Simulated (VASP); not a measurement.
# Ti2RuC3 (P-3m1) in VASP: a series of runs

Aim: see how the results for Ti2RuC3 move with the level of theory and the settings. Levels: PBE, r2SCAN. Tasks: relaxation of cell and atoms, single point.

All numbers are computed with VASP 6.6.1; they aren't measurements. Logs are shortened: lines on timing, memory, paths and dates and some standing lists are left out, and cuts for length are marked.

**1. The structure**

It takes space group P-3m1 (No. 164, trigonal). The conventional cell has a = 3.108 Å, b = 3.108 Å, c = 7.208 Å, α = 90.00°, β = 90.00°, γ = 120.00°. Around Ti (site symmetry 3m) lie 6 C at 2.16 to 2.19 Å. Around Ru (site symmetry -3m) lie 6 C at 2.13 Å. C (site symmetry 3m) is surrounded by 3 Ru at 2.13 Å and 3 Ti at 2.16 Å. Around C (site symmetry -3m) lie 6 Ti at 2.19 Å.

The cell was built by a generator and needn't be a form met in nature.

**2. Relaxation of cell and atoms, PBE**

Input file INCAR:

```
SYSTEM = Ti2RuC3
ALGO = Normal
EDIFF = 1E-6
EDIFFG = -0.01
ENCUT = 520
GGA = PE
IBRION = 2
ISIF = 3
ISMEAR = 0
KPAR = 4
LASPH = .TRUE.
LCHARG = .FALSE.
LREAL = .FALSE.
LWAVE = .FALSE.
NELM = 120
NSW = 90
PREC = Accurate
SIGMA = 0.1
```

Input file KPOINTS:

```
k-points
0
G
  12 12 4
  0 0 0
```

Input file POSCAR:

```
Ti2RuC3
1.0
    3.1081702000      0.0000000000      0.0000000000
   -1.5540851000      2.6917543500      0.0000000000
    0.0000000000      0.0000000000      7.2080000000
Ti Ru C
2 1 3
Direct
    0.3333333300      0.6666666700      0.6734184200
    0.6666666700      0.3333333300      0.3265815800
    0.0000000000      0.0000000000      0.0000000000
    0.3333333300      0.6666666700      0.1589900100
    0.6666666700      0.3333333300      0.8410099900
    0.0000000000      0.0000000000      0.5000000000
```

Potentials or basis: VASP PAW PBE potentials, release 64 (Ti_sv, Ru_pv, C).

Run with:

```bash
$ cat potpaw_PBE.64/Ti_sv/POTCAR potpaw_PBE.64/Ru_pv/POTCAR potpaw_PBE.64/C/POTCAR > POTCAR
$ mpirun -np 4 vasp_std > vasp.out
```

OUTCAR:

```text
SYSTEM = Ti2RuC3
   EDIFF = 1E-6
   EDIFFG = -0.01
   ENCUT = 520
   GGA = PE
   IBRION = 2
   ISIF = 3
   ISMEAR = 0
   LASPH = .TRUE.
   LREAL = .FALSE.
   NELM = 120
   NSW = 90
   PREC = Accurate

 ion  position               nearest neighbor table
   1  0.333  0.667  0.673-   5 2.16   5 2.16   5 2.16   6 2.19   6 2.19   6 2.19   3 2.96   3 2.96
                             3 2.96
   2  0.667  0.333  0.327-   4 2.16   4 2.16   4 2.16   6 2.19   6 2.19   6 2.19   3 2.96   3 2.96
                             3 2.96
   3  0.000  0.000  0.000-   4 2.13   5 2.13   4 2.13   5 2.13   5 2.13   4 2.13   1 2.96   2 2.96
                             1 2.96   2 2.96   1 2.96   2 2.96
   4  0.333  0.667  0.159-   3 2.13   3 2.13   3 2.13   2 2.16   2 2.16   2 2.16
   5  0.667  0.333  0.841-   3 2.13   3 2.13   3 2.13   1 2.16   1 2.16   1 2.16
   6  0.000  0.000  0.500-   1 2.19   2 2.19   1 2.19   2 2.19   2 2.19   1 2.19

  LATTYP: Found a hexagonal cell.
 ALAT       =     3.1081702000
 C/A-ratio  =     2.3190493236

  Lattice vectors:

 A1 = (   3.1081702000,   0.0000000000,   0.0000000000)
 A2 = (  -1.5540851000,   2.6917543500,   0.0000000000)
 A3 = (   0.0000000000,   0.0000000000,   7.2080000000)

Analysis of symmetry for initial positions (statically):
=====================================================================
 Subroutine PRICEL returns:
 Original cell was already a primitive cell.

 Routine SETGRP: Setting up the symmetry group for a
 hexagonal supercell.

 Subroutine GETGRP returns: Found 12 space group operations
 (whereof 12 operations were pure point group operations)
 out of a pool of 24 trial point group operations.

The static configuration has the point symmetry D_3d.

Analysis of symmetry for dynamics (positions and initial velocities):
=====================================================================
 Subroutine PRICEL returns:
 Original cell was already a primitive cell.

 Routine SETGRP: Setting up the symmetry group for a
 hexagonal supercell.

 Subroutine GETGRP returns: Found 12 space group operations
 (whereof 12 operations were pure point group operations)
 out of a pool of 24 trial point group operations.

The dynamic configuration has the point symmetry D_3d.

 Subroutine INISYM returns: Found 12 space group operations
 (whereof 12 operations are pure point group operations),
 and found     1 'primitive' translations

----------------------------------------------------------------------------------------

                                     Primitive cell

  volume of cell :      60.3052

  direct lattice vectors                    reciprocal lattice vectors
     3.108170200  0.000000000  0.000000000     0.321732703  0.185752463  0.000000000
    -1.554085100  2.691754350  0.000000000     0.000000000  0.371504926  0.000000000
     0.000000000  0.000000000  7.208000000     0.000000000  0.000000000  0.138734739

  length of vectors
     3.108170200  3.108170198  7.208000000     0.371504926  0.371504926  0.138734739

  position of ions in fractional coordinates (direct lattice)
     0.333333330  0.666666670  0.673418420
     0.666666670  0.333333330  0.326581580
     0.000000000  0.000000000  0.000000000
     0.333333330  0.666666670  0.158990010
     0.666666670  0.333333330  0.841009990
     0.000000000  0.000000000  0.500000000

  ion indices of the primitive-cell ions
   primitive index   ion index
                 1           1
                 2           2
                 3           3
                 4           4
                 5           5
                 6           6

----------------------------------------------------------------------------------------

 KPOINTS: k-points

Automatic generation of k-mesh.
 Grid dimensions read from file:
 generate k-points for:   12   12    4

 Generating k-lattice:

  Cartesian coordinates                     Fractional coordinates (reciprocal lattice)
     0.026811059  0.015479372  0.000000000     0.083333333  0.000000000  0.000000000
     0.000000000  0.030958744  0.000000000     0.000000000  0.083333333  0.000000000
     0.000000000  0.000000000  0.034683685     0.000000000  0.000000000  0.250000000

  Length of vectors
     0.030958744  0.030958744  0.034683685

  Shift w.r.t. Gamma in fractional coordinates (k-lattice)
     0.000000000  0.000000000  0.000000000

 Subroutine IBZKPT returns following result:
 ===========================================

 Found     69 irreducible k-points:

 Following reciprocal coordinates:
            Coordinates               Weight
  0.000000  0.000000  0.000000      1.000000
  0.083333 -0.000000  0.000000      6.000000
  0.166667 -0.000000  0.000000      6.000000
  0.250000 -0.000000  0.000000      6.000000
  0.333333 -0.000000  0.000000      6.000000
  0.416667 -0.000000  0.000000      6.000000
[... 16 lines left out ...]
  0.166667 -0.000000  0.250000      6.000000
  0.000000  0.166667  0.250000      6.000000
 [... further k-points ...]
   k-points           NKPTS =     69   k-points in BZ     NKDIM =     69   number of bands    NBANDS=     30
   number of dos      NEDOS =    301   number of ions     NIONS =      6
   total plane-waves  NPLWV =  31104
   dimension x,y,z NGX =    24 NGY =   24 NGZ =   54
   dimension x,y,z NGXF=    48 NGYF=   48 NGZF=  108
   ions per type =               2   1   3
   NGX,Y,Z   is equivalent  to a cutoff of  12.84, 12.84, 12.45 a.u.
   NGXF,Y,Z  is equivalent  to a cutoff of  25.67, 25.67, 24.91 a.u.
 SYSTEM =  Ti2RuC3
   PREC   = accura    normal or accurate (medium, high low for compatibility)
   ISTART =      0    job   : 0-new  1-cont  2-samecut
   ICHARG =      2    charge: 1-file 2-atom 10-const
   ISPIN  =      1    spin polarized calculation?
   LNONCOLLINEAR =      F non collinear calculations
   LSORBIT =      F    spin-orbit coupling
   LASPH  =      T    aspherical Exc in radial PAW
   ENCUT  =  520.0 eV  38.22 Ry    6.18 a.u.   5.78  5.78 13.40*2*pi/ulx,y,z
   NELM   =    120;   NELMIN=  2; NELMDL= -5     # of ELM steps
   EDIFF  = 0.1E-05   stopping-criterion for ELM
   LREAL  =      F    real-space projection
   EDIFFG = -.1E-01   stopping-criterion for IOM
   NSW    =     90    number of steps for IOM
   IBRION =      2    ionic relax: 0-MD 1-quasi-New 2-CG
   NFREE  =      1    steps in history (QN), initial steepest desc. (CG)
   ISIF   =      3    stress and relaxation
   ISYM   =      2    0-nonsym 1-usesym 2-fastsym
   POTIM  = 0.5000    time-step for ionic-motion
   TEBEG  =    0.0;   TEEND  =   0.0 temperature during run
   PSTRESS=    0.0 pullay stress
   NELECT =      50.0000    total number of electrons
   NUPDOWN=      -1.0000    fix difference up-down
   EMIN   =  10.00;   EMAX   =-10.00  energy-range for DOS
   EFERMI =   0.00;   METHOD = LEGACY
   ISMEAR =     0;   SIGMA  =   0.10  broadening in eV -4-tet -1-fermi 0-gaus
   EFERMI_NEDOS =   21; number of points for ismear=-14 and -15
   IALGO  =     38    algorithm
   IMIX   =      4    mixing-type and parameters
     AMIX     =   0.40;   BMIX     =  1.00
     AMIX_MAG =   1.60;   BMIX_MAG =  1.00
  volume/ion in A,a.u.               =      10.05        67.83
  Fermi-wavevector in a.u.,A,eV,Ry     =   1.537965  2.906333 32.182362  2.365337
  Thomas-Fermi vector in A             =   2.644400
   LORBIT       =      0    0 simple, 1 ext, 2 COOP (PROOUT), +10 PAW based schemes
   GGA     = PE    functional components
   LHFCALC =     F    Hartree Fock is set to
   AEXX    =    0.0000 exact exchange contribution
   IVDW    =     0    specifies the selected vdW correction
   LEPSILON=     F    determine dielectric tensor
   LRPA    =     F    only Hartree local field effects (RPA)
 conjugate gradient relaxation of ions
 non-spin polarized calculation
 Gauss-broadening in eV      SIGMA  =   0.10
  energy-cutoff  :      520.00
  volume of cell :       60.31
 maximum number of plane-waves:      1636
   NGX = 11   NGY = 11   NGZ = 27

--------------------------------------- Ionic step        1  -------------------------------------------

 number of electron      49.9999995 magnetization

 Free energy of the ion-electron system (eV)
  ---------------------------------------------------
  ext. energy  EPLUGINS =         0.00000000
  ---------------------------------------------------
  free energy    TOTEN  =       -54.19125594 eV

  energy without entropy =      -54.17485355  energy(sigma->0) =      -54.18305475

------------------------ aborting loop because EDIFF is reached ----------------------------------------

  FORCE on cell =-STRESS in cart. coord.  units (eV):
  Direction    XX          YY          ZZ          XY          YZ          ZX
  --------------------------------------------------------------------------------------
  -------------------------------------------------------------------------------------
  Total        0.2614651      0.2614651      0.3339225     -0.0000000      0.0000000      0.0000000
  in kB        6.9465532      6.9465532      8.8715855     -0.0000000      0.0000000      0.0000000
  external PRESSURE =       7.5882307 kB  Pullay stress =       0.0000000 kB
[... 185 lines left out ...]
  energy  without entropy=      -54.1755455117  energy(sigma->0) =      -54.18380442

--------------------------------------- Ionic step        6  -------------------------------------------

 number of electron      49.9999996 magnetization

 Free energy of the ion-electron system (eV)
  ---------------------------------------------------
  ext. energy  EPLUGINS =         0.00000000
  ---------------------------------------------------
  free energy    TOTEN  =       -54.19207733 eV

  energy without entropy =      -54.17547184  energy(sigma->0) =      -54.18377459

 E-fermi :  10.5537     XC(G=0): -13.0430

 val. band max:       10.5372646224   @ k =   0.0833  -0.0000   0.0000
 cond. band min:      10.5843881624   @ k =   0.5000  -0.0000   0.2500
 fundamental gap:      0.0471235400
 Fermi energy:        10.5536970726

 k-point     1 :       0.0000    0.0000    0.0000
  band No.  band energies     occupation
      1     -46.5477      2.00000
      2     -46.5149      2.00000
      3     -32.9310      2.00000
      4     -32.6723      2.00000
      5     -32.6723      2.00000
      6     -23.0061      2.00000
[... 781 lines left out ...]
     29      12.2637      0.00000
     30      12.3731      0.00000

 [... further k-points ...]

------------------------ aborting loop because EDIFF is reached ----------------------------------------

  FORCE on cell =-STRESS in cart. coord.  units (eV):
  Direction    XX          YY          ZZ          XY          YZ          ZX
  --------------------------------------------------------------------------------------
  -------------------------------------------------------------------------------------
  Total       -0.0070254     -0.0070254     -0.0029753     -0.0000000      0.0000000      0.0000000
  in kB       -0.1861667     -0.1861667     -0.0788434     -0.0000000      0.0000000      0.0000000
  external PRESSURE =      -0.1503923 kB  Pullay stress =       0.0000000 kB
[... 21 lines left out ...]
  FREE ENERGIE OF THE ION-ELECTRON SYSTEM (eV)
  ---------------------------------------------------
  free  energy   TOTEN  =       -54.1920773314 eV

  energy  without entropy=      -54.1754718395  energy(sigma->0) =      -54.18377459

 reached required accuracy - stopping structural energy minimisation
```

Run time: 67 s. Hardware: 4 MPI ranks of Intel Xeon 6975P-C (Granite Rapids), shared host; peak memory 0.26 GiB.

What came out:

- Free energy: -54.1921 eV
- Relaxed volume: 10.08 Å³/atom
- Relaxed cell: a = 3.109 Å, b = 3.109 Å, c = 7.221 Å, α = 90.00°, β = 90.00°, γ = 120.00°
- Space group after relaxing (to 0.05 Å): P-3m1 (No. 164)
- Energy gained by relaxing: 0.1 meV/atom
- Ionic steps: 6
- Pressure after relaxing: 0.0 GPa
- Band gap on the k mesh: none (metal or under the smearing width)

The path:
```tsv
step	energy change (eV)	largest force (eV/Å)	pressure (GPa)	volume (Å³)
1	0.0000	0.0827	0.76	60.31
2	0.0002	0.0068	-1.15	60.72
3	-0.0006	0.0444	-0.17	60.50
4	-0.0008	0.0126	-0.04	60.47
5	-0.0008	0.0157	0.01	60.46
6	-0.0008	0.0010	-0.02	60.46
```

Final structure:
```
CELL_PARAMETERS angstrom
3.10944 0.00000 0.00000
-1.55472 2.69286 0.00000
0.00000 0.00000 7.22079
ATOMIC_POSITIONS crystal
Ti 0.33333 0.66667 0.67334
Ti 0.66667 0.33333 0.32666
Ru 0.00000 0.00000 0.00000
C 0.33333 0.66667 0.15971
C 0.66667 0.33333 0.84029
C 0.00000 0.00000 0.50000
```

Levels at points of the mesh, in eV from the Fermi level:
```tsv
k point	band 22	band 23	band 24	band 25	band 26	band 27	band 28	band 29
(0.00, 0.00, 0.00)	-2.31	-0.82	0.32	0.32	0.71	0.71	1.10	1.12
(0.50, 0.00, 0.00)	-3.11	-1.04	-0.66	-0.59	-0.13	1.23	1.44	1.66
(0.00, 0.00, 0.50)	-1.95	-1.85	-1.85	-1.81	0.68	0.68	1.00	1.60
(0.50, 0.00, 0.50)	-2.42	-2.10	-0.90	-0.63	0.28	0.36	2.23	2.38
```

**3. Relaxation of cell and atoms, PBE**

This run uses another cell than the first one, of 10.08 Å³/atom, 1.003 times its volume.

INCAR: that of step 2 with these lines changed.

```diff
@@ -2,4 +2,4 @@
 ALGO = Normal
-EDIFF = 1E-6
-EDIFFG = -0.01
+EDIFF = 1E-7
+EDIFFG = -0.005
 ENCUT = 520
@@ -15,3 +15,4 @@
 NELM = 120
-NSW = 90
+NSW = 60
+POTIM = 0.3
 PREC = Accurate
```

KPOINTS is that of step 2.

Input file POSCAR:

```
Ti2RuC3                                 
1.0
    3.1094435276     -0.0000000000      0.0000000000
   -1.5547217638      2.6928570841      0.0000000000
    0.0000000000     -0.0000000000      7.2207899633
  Ti              Ru              C             
     2     1     3
Direct
     0.3333333300000021    0.6666666699999979    0.6733400195547213
     0.6666666699999979    0.3333333300000021    0.3266599804452786
     1.0000000000000000    0.0000000000000000    0.0000000000000000
     0.3333333300000021    0.6666666699999979    0.1597094460337551
     0.6666666699999979    0.3333333300000021    0.8402905539662450
     1.0000000000000000    0.0000000000000000    0.5000000000000000
```

Potentials or basis: VASP PAW PBE potentials, release 64 (Ti_sv, Ru_pv, C).

Run with:

```bash
$ cat potpaw_PBE.64/Ti_sv/POTCAR potpaw_PBE.64/Ru_pv/POTCAR potpaw_PBE.64/C/POTCAR > POTCAR
$ mpirun -np 4 vasp_std > vasp.out
```

Wall time 20 s (4 MPI ranks of Intel Xeon 6975P-C (Granite Rapids), shared host); peak memory 0.26 GiB.

The run converged. Its results:

```
Free energy             : -54.1922 eV
Pressure after relaxing : 0.0 GPa
Band gap on the k mesh  : none (metal or under the smearing width)
```

Final structure:
```
CELL_PARAMETERS angstrom
3.10944 0.00000 0.00000
-1.55472 2.69286 0.00000
0.00000 0.00000 7.22079
ATOMIC_POSITIONS crystal
Ti 0.33333 0.66667 0.67334
Ti 0.66667 0.33333 0.32666
Ru 0.00000 0.00000 0.00000
C 0.33333 0.66667 0.15971
C 0.66667 0.33333 0.84029
C 0.00000 0.00000 0.50000
```

Levels at points of the mesh, in eV from the Fermi level:
```csv
k point,band 21,band 22,band 23,band 24,band 25,band 26,band 27,band 28,band 29,band 30
"(0.00, 0.00, 0.00)",-2.31,-2.31,-0.82,0.32,0.32,0.71,0.71,1.10,1.12,1.12
"(0.50, 0.00, 0.00)",-3.19,-3.11,-1.04,-0.66,-0.59,-0.13,1.23,1.44,1.66,2.40
"(0.00, 0.00, 0.50)",-1.95,-1.95,-1.85,-1.85,-1.81,0.68,0.68,1.00,1.60,2.08
"(0.50, 0.00, 0.50)",-3.26,-2.42,-2.10,-0.90,-0.63,0.28,0.36,2.23,2.38,2.65
```

Caveat: the relaxation stopped at its first step, so nothing moved.

(Continued in part 2 of 2.)
